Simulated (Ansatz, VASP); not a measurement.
# In2O3 (partly crystallised In2O3): VASP beside Ansatz, part 2 of 2

Aim: how closely do two programs agree when they are given the same cell, functional and k mesh? Of the first pair: The cell is taken from a series of runs on this material, whose earlier steps may have relaxed, scaled, displaced or heated it; both programs get it as it stands.

VASP 6.6.1 and Ansatz 0.2.0.

So far. Step 2 (VASP: single point, revPBE, pair 1): The run ends at a pressure of 0.33 GPa, with forces up to 0.086 eV/Å.

### Step 5. Ansatz: relaxation, revPBE

Level of this step: Ansatz beside VASP: Kohn-Sham DFT, plane waves, revPBE (Ansatz).

The two programs are compared at the cell with which this relaxation starts, whose forces are those of its first step. This pair takes another cell of the material, with 99 atoms against 100 for the pair before.

The structure compared here is the start of the Ansatz relaxation; VASP solves that cell, so the two are compared at the walk's first step.

input.yaml

```yaml
crystal:
  lattice:
    - [11.16156, 0.0, 0.0]
    - [0.0, 11.16156, 0.0]
    - [0.0, 0.0, 11.16156]
  atoms:
    - { symbol: In, position: [0.90882, 0.38719, 0.97988] }
    - { symbol: In, position: [0.01472, 0.39762, 0.70438] }
    - { symbol: In, position: [0.7716, 0.90017, 0.54801] }
[... 2 atom lines left out ...]
    - { symbol: In, position: [0.30114, 0.12218, 0.23749] }
[... 1 atom line left out ...]
    - { symbol: In, position: [0.35659, 0.62002, 0.27975] }
[... 3 atom lines left out ...]
    - { symbol: In, position: [0.01294, 0.10271, 0.16076] }
    - { symbol: In, position: [0.18436, 0.63347, 0.5237] }
[... 2 atom lines left out ...]
    - { symbol: In, position: [0.79831, 0.8483, 0.27377] }
    - { symbol: In, position: [0.90725, 0.61029, 0.45032] }
    - { symbol: In, position: [0.22049, 0.87483, 0.06544] }
[... 2 atom lines left out ...]
    - { symbol: In, position: [0.40879, 0.87958, 0.47985] }
    - { symbol: In, position: [0.9166, 0.88609, 0.95831] }
    - { symbol: In, position: [0.0778, 0.61463, 0.20264] }
[... 2 atom lines left out ...]
    - { symbol: In, position: [0.23536, 0.15743, 0.56705] }
[... 5 atom lines left out ...]
    - { symbol: In, position: [0.34757, 0.9078, 0.74449] }
    - { symbol: In, position: [0.96594, 0.12923, 0.48825] }
[... 1 atom line left out ...]
    - { symbol: In, position: [0.07549, 0.89821, 0.65128] }
[... 2 atom lines left out ...]
    - { symbol: In, position: [0.51474, 0.86915, 0.20438] }
[... 3 atom lines left out ...]
    - { symbol: O, position: [0.66165, 0.73561, 0.1929] }
    - { symbol: O, position: [0.29933, 0.0491, 0.02521] }
[... 1 atom line left out ...]
    - { symbol: O, position: [0.94872, 0.72807, 0.28393] }
[... 4 atom lines left out ...]
    - { symbol: O, position: [0.19538, 0.0325, 0.73987] }
    - { symbol: O, position: [0.16163, 0.53114, 0.69289] }
[... 1 atom line left out ...]
    - { symbol: O, position: [0.02506, 0.74867, 0.53108] }
[... 2 atom lines left out ...]
    - { symbol: O, position: [0.05879, 0.00442, 0.98756] }
[... 2 atom lines left out ...]
    - { symbol: O, position: [0.16537, 0.23325, 0.15166] }
    - { symbol: O, position: [0.27483, 0.25228, 0.3901] }
[... 1 atom line left out ...]
    - { symbol: O, position: [0.90105, 0.95993, 0.39859] }
[... 1 atom line left out ...]
    - { symbol: O, position: [0.91426, 0.00951, 0.64537] }
    - { symbol: O, position: [0.75885, 0.73476, 0.44235] }
    - { symbol: O, position: [0.97911, 0.22729, 0.32027] }
[... 1 atom line left out ...]
    - { symbol: O, position: [0.37515, 0.75474, 0.12304] }
    - { symbol: O, position: [0.0088, 0.78689, 0.79721] }
    - { symbol: O, position: [0.25606, 0.81137, 0.59205] }
[... 5 atom lines left out ...]
    - { symbol: O, position: [0.07448, 0.25817, 0.58878] }
[... 1 atom line left out ...]
    - { symbol: O, position: [0.12471, 0.01484, 0.49077] }
    - { symbol: O, position: [0.06547, 0.51212, 0.40253] }
    - { symbol: O, position: [0.19861, 0.72145, 0.33054] }
    - { symbol: O, position: [0.14618, 0.97717, 0.2244] }
[... 2 atom lines left out ...]
    - { symbol: O, position: [0.09218, 0.73461, 0.0526] }
    - { symbol: O, position: [0.39006, 0.04335, 0.57751] }
[... 1 atom line left out ...]
    - { symbol: O, position: [0.23981, 0.48801, 0.19946] }
    - { symbol: O, position: [0.40037, 0.9813, 0.31092] }
    - { symbol: O, position: [0.48081, 0.7456, 0.3649] }
[... 1 atom line left out ...]
    - { symbol: O, position: [0.85851, 0.9704, 0.13553] }
[... 5 atom lines left out ...]
    - { symbol: O, position: [0.33302, 0.54314, 0.45978] }
[... 1 atom line left out ...]
    - { symbol: O, position: [0.65549, 0.95662, 0.38535] }
kpoints:
  mp_grid: { grid: [1, 1, 1] }
hamiltonian:
  xc: revpbe
  pseudopotentials: { kind: paw, azcp: { folder: soft_1 } }
scf:
  occupations: { method: fermi_dirac, width: 0.05 }
output:
  forces: true
  eigenvalues: true
relax:
  f_tol: 0.05
  max_steps: 90
```

Started as:

```sh
$ ansatz run input.yaml --threads 4 --pin off --max-ram 8192MiB --backend cpu --events-out ev --progress --plain --runs-dir out
```

Numbers of over 12 decimals in the logs are rounded to 6 here.

The program printed:

```text
[...]
Crystal: 99 atoms, lattice volume = 1390.512 Å³
Basis set: ecut = 420 eV, 27201 PW (Γ), exchange–correlation on 150×150×150 points (8 copies of the dense FFT grid, shifted against one another)
Bands: 533, of which v1, the nominal top of the filled ones, is band 434 counted from 1 (433 counted from 0)
Symmetry: 1 space group operations
[...]
k-points: 1
[...]
SCF iter   1: F=—  HF=-252673.791553 eV  |F-HF|=—  |Δ(HF+E_count)|=         —  Δρ=7.19e-2  dr2=7.49e1  ethr=3.10e-3  ⟨swp⟩=6.0  Hψ=1967  notcnv=0  defer=1
[...]
- { symbol: O, position: [0.528026, 0.517078, 0.033401] }
    - { symbol: O, position: [0.669669, 0.733157, 0.196276] }
    - { symbol: O, position: [0.303022, 0.052958, 0.00855316] }
    - { symbol: O, position: [0.781354, 0.014383, 0.891858] }
    - { symbol: O, position: [0.924778, 0.688207, 0.277242] }
    - { symbol: O, position: [0.567036, 0.757485, 0.917889] }
    - { symbol: O, position: [0.759853, 0.452696, 0.091521] }
[...]
- { symbol: O, position: [0.801161, 0.222016, 0.536582] }
    - { symbol: O, position: [0.335462, 0.543579, 0.466603] }
    - { symbol: O, position: [1.002391, 0.446020, 0.156522] }
    - { symbol: O, position: [0.556206, 0.988104, 0.354032] }
```

### Step 6. VASP: single point, revPBE, start cell, pair 2

The same cell, functional, mesh and smearing now go to VASP, with its own data sets.

INCAR

```
SYSTEM = In13O20
PREC = Accurate
ENCUT = 520
EDIFF = 1E-06
NELM = 120
ISMEAR = -1
SIGMA = 0.05
LREAL = Auto
ALGO = Normal
GGA = RE
NBANDS = 504
LORBIT = 11
LWAVE = .FALSE.
LCHARG = .FALSE.
ISIF = 2
LASPH = .TRUE.
GGA_COMPAT = .FALSE.
NCORE = 2
```

POSCAR

```
In13O20
1.0
   11.1615600000      0.0000000000      0.0000000000
    0.0000000000     11.1615600000      0.0000000000
    0.0000000000      0.0000000000     11.1615600000
In O
39 60
Direct
    0.9088156136      0.3871860206      0.9798809485
    0.0147201646      0.3976236297      0.7043818248
    0.7716036110      0.9001698687      0.5480058343
[... 2 atom lines left out ...]
    0.3011407008      0.1221782618      0.2374936837
[... 1 atom line left out ...]
    0.3565899390      0.6200208573      0.2797458420
[... 3 atom lines left out ...]
    0.0129372597      0.1027096571      0.1607570985
    0.1843559502      0.6334687983      0.5236991962
[... 2 atom lines left out ...]
    0.7983113472      0.8483043589      0.2737699748
    0.9072477324      0.6102910346      0.4503223564
    0.2204888922      0.8748329087      0.0654388813
[... 2 atom lines left out ...]
    0.4087869438      0.8795813488      0.4798522787
    0.9166012636      0.8860858160      0.9583069033
    0.0778027444      0.6146273460      0.2026419246
[... 2 atom lines left out ...]
    0.2353613653      0.1574331903      0.5670533510
[... 5 atom lines left out ...]
    0.3475679027      0.9078032103      0.7444927053
    0.9659402449      0.1292292475      0.4882471626
[... 1 atom line left out ...]
    0.0754912396      0.8982077774      0.6512799286
[... 2 atom lines left out ...]
    0.5147398751      0.8691526991      0.2043800329
[... 3 atom lines left out ...]
    0.6616458631      0.7356140181      0.1929031426
    0.2993309179      0.0490970796      0.0252115296
[... 1 atom line left out ...]
    0.9487204298      0.7280702697      0.2839298449
[... 4 atom lines left out ...]
    0.1953759152      0.0325044169      0.7398696956
    0.1616261526      0.5311443920      0.6928870158
[... 1 atom line left out ...]
    0.0250592211      0.7486677490      0.5310816768
[... 2 atom lines left out ...]
    0.0587910650      0.0044169453      0.9875590867
[... 2 atom lines left out ...]
    0.1653711488      0.2332469655      0.1516633876
    0.2748271747      0.2522765635      0.3900977999
[... 1 atom line left out ...]
    0.9010478822      0.9599285405      0.3985912364
[... 1 atom line left out ...]
    0.9142628808      0.0095058397      0.6453667767
    0.7588544970      0.7347628826      0.4423485606
    0.9791104469      0.2272890169      0.3202688513
[... 1 atom line left out ...]
    0.3751536524      0.7547421687      0.1230383566
    0.0087980533      0.7868882128      0.7972093507
    0.2560573970      0.8113740373      0.5920498568
[... 5 atom lines left out ...]
    0.0744788363      0.2581717968      0.5887797046
[... 1 atom line left out ...]
    0.1247137497      0.0148366357      0.4907736911
    0.0654657593      0.5121237533      0.4025333376
    0.1986102301      0.7214493315      0.3305362333
    0.1461802830      0.9771662742      0.2244041156
[... 2 atom lines left out ...]
    0.0921824548      0.7346105741      0.0526001742
    0.3900619627      0.0433541548      0.5775088787
[... 1 atom line left out ...]
    0.2398141478      0.4880142202      0.1994613656
    0.4003741412      0.9812965213      0.3109242794
    0.4808109261      0.7456036611      0.3649041890
[... 1 atom line left out ...]
    0.8585090256      0.9704019868      0.1355276503
[... 5 atom lines left out ...]
    0.3330179652      0.5431409230      0.4597833995
[... 1 atom line left out ...]
    0.6554908095      0.9566225510      0.3853493598
```

KPOINTS

```
Automatic mesh
0
Gamma
1 1 1
0 0 0
```

The projector-augmented-wave data sets are In_d and O (PBE family, release 64).

Started as:

```sh
$ mpirun -np 8 vasp_gam
```

The program printed:

```text
[banner, memory and clock lines left out]
running    8 mpi-ranks, on    1 nodes
[...]
[... a notice as in an earlier step ...]

 LDA part: xc-table for (Slater+PW92), standard interpolation
 POSCAR, INCAR and KPOINTS ok, starting setup
[...]
entering main loop
       N       E                     dE             d eps       ncg     rms          rms(c)
DAV:   1     0.213996251369E+05    0.21400E+05   -0.36825E+05  1008   0.276E+03
DAV:   2     0.591245057273E+04   -0.15487E+05   -0.14965E+05  1008   0.868E+02
DAV:   3     0.553048192849E+03   -0.53594E+04   -0.50637E+04  1016   0.390E+02
DAV:   4    -0.534818024806E+03   -0.10879E+04   -0.10533E+04  1352   0.173E+02
[...]
DAV:  27    -0.501440521936E+03    0.12028E-04   -0.24119E-05  1152   0.130E-02    0.322E-02
DAV:  28    -0.501440521415E+03    0.52081E-06   -0.22963E-05  1032   0.108E-02    0.175E-02
DAV:  29    -0.501440521614E+03   -0.19865E-06   -0.79972E-06   928   0.675E-03
   1 F= -.50144052E+03 E0= -.50128841E+03  d E =-.304220E+00
```

From OUTCAR (step 6):

```text
  FREE ENERGIE OF THE ION-ELECTRON SYSTEM (eV)
  ---------------------------------------------------
  free  energy   TOTEN  =      -501.4405216139 eV

  energy  without entropy=     -501.1363020273  energy(sigma->0) =     -501.28841182
```

The run ends at a pressure of 0.21 GPa, with forces up to 1.4 eV/Å.

### Step 7. Side by side

What differs besides the data sets and the points named for the pairs above, as far as they apply: the cutoff is 420 eV in Ansatz and 520 eV in VASP (PREC = Accurate, projectors in real space). Total energies have different zeros and are not compared.

Forces on 10 of the 99 atoms, those with the largest forces and the largest differences (eV/Å; atoms numbered as in POSCAR):

```csv
atom,"Ansatz x, y, z","VASP x, y, z"
In13,"-0.453, 0.767, -0.358","-0.448, 0.800, -0.359"
In16,"1.258, -0.045, 0.112","1.255, -0.031, 0.108"
In35,"-0.050, -0.114, -1.412","-0.049, -0.116, -1.405"
O45,"-0.548, -0.929, -0.005","-0.551, -0.921, -0.001"
O53,"-0.281, -0.801, 0.588","-0.301, -0.796, 0.592"
O55,"-0.014, 0.029, -0.037","-0.033, 0.067, -0.056"
O62,"-1.093, 0.505, 0.538","-1.069, 0.524, 0.536"
O78,"-0.024, 0.707, 0.497","-0.007, 0.676, 0.463"
O81,"0.694, 0.615, -0.555","0.700, 0.594, -0.521"
O99,"0.009, -0.003, -0.149","-0.011, -0.043, -0.166"
```

The forces differ by 12 meV/Å r.m.s., which is 5.2 % of the r.m.s. force of 0.233 eV/Å (both taken over all components).

### Step 8. Outcome

```json
{"difference in gap on the k mesh (single point, revPBE, pair 1)": "0.011 eV", "r.m.s. force difference (single point, revPBE, pair 1)": "11 meV/Å", "r.m.s. force difference (single point, revPBE, start cell, pair 2)": "5.2 % of the r.m.s. force"}
```

The r.m.s. force difference is 5.2 % of the r.m.s. force (single point, revPBE, start cell, pair 2), beyond the 3 % picked in this series as the mark of a large difference. What causes the difference of the single point, revPBE, start cell, pair 2 pair stays open here. 1 further run of this series is not shown here. Such differences can come from data sets, numerical settings and the points named under the comparisons, not from the functional's error against experiment.

[Lines on the potential files, build, host, timing and source positions are cut from VASP's logs without a mark.]

[Logs are printed without paths, hosts, clocks, repeated set-up lines and the standing remarks that a program may print on its own settings, such as how far it seeks lower states.]

[Hosts, paths, dates, database ids (printed as entryN), source tags and the programs' standing remarks are cut or masked in the printed files.]
